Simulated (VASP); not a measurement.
Crystal: Mg2TiN2.

```
Mg Ti N
1.0
    -1.57500    2.01500    5.16500
     1.57500   -2.01500    5.16500
     1.57500    2.01500   -5.16500
Mg Ti N
2 1 2
Direct
  0.71400 0.71400 0.00000
  0.28600 0.28600 0.00000
  0.00000 0.00000 0.00000
  0.14300 0.64300 0.50000
  0.85700 0.35700 0.50000
```

The cell was built by a generator and needn't be a form met in nature.

```yaml
Program: VASP 6.6.1
Task: relaxation of cell and atoms
Functional: PBE
Potentials_or_basis: VASP PAW PBE potentials, release 64 (Mg, Ti_sv, N)
Cutoff: 520 eV
k_mesh: 6 × 6 × 6
Occupations: gaussian, width 0.15 eV
Spin: no spin polarisation
```

At the start: pressure -4.3 GPa; volume 13.11 Å³/atom.

Question: Where does the relaxation end?

Answer: Over 14 steps the energy falls by 174.6 meV/atom and the volume is 12.21 Å³/atom (-6.9 %); space group Immm (No. 71, to 0.05 Å).

The path:
```tsv
step	energy change (eV)	largest force (eV/Å)	pressure (GPa)	volume (Å³)
1	0.0000	1.2643	-4.30	65.57
2	-0.3789	1.5057	2.04	62.20
3	-0.4392	1.6909	8.54	59.84
4	-0.6419	1.2495	6.20	60.36
5	-0.8217	0.6007	-0.23	61.72
6	-0.8293	0.6430	0.67	61.51
7	-0.8660	0.1093	-0.89	61.72
8	-0.8684	0.1090	-1.33	61.78
9	-0.8726	0.0873	-0.75	61.25
10	-0.8702	0.0537	1.59	60.35
11	-0.8731	0.0754	1.03	60.85
12	-0.8732	0.0801	0.67	61.01
13	-0.8731	0.0916	-0.15	61.13
14	-0.8732	0.0780	0.15	61.07
```

Final structure:
```
CELL_PARAMETERS angstrom
-1.50585 2.18603 4.63782
1.50585 -2.18603 4.63782
1.50585 2.18603 -4.63782
ATOMIC_POSITIONS crystal
Mg 0.68069 0.68069 0.00000
Mg 0.31931 0.31931 0.00000
Ti 0.00000 0.00000 0.00000
N 0.15165 0.65165 0.50000
N 0.84835 0.34835 0.50000
```

Caveat: the k mesh is coarse (spacing up to 0.42 Å⁻¹), so the values aren't converged.
